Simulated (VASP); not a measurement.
```
Mo
1.0
   -1.57679     1.57679     1.56505
    1.57679    -1.57679     1.56505
    1.55331     1.55331    -1.56505
Mo
1
Direct
  0.00000   0.00000   0.00000
```

Method: PBEsol GGA, VASP's PBE PAW potentials (set 64) (plane waves; VASP). Settings: 480 eV cut-off, 16×16×16 Γ-centred mesh, first-order Methfessel-Paxton smearing of 0.10 eV, potentials Mo_sv.

Task: Give the stress tensor in GPa (positive for a compressed cell).

Result: 
```
0.26  1.81  0.00
1.81  0.26  0.00
0.00  0.00  0.34
```
The pressure is its mean diagonal, 0.29 GPa.

The compound is Mo in the bcc structure. This cell was strained or had an atom moved on purpose.
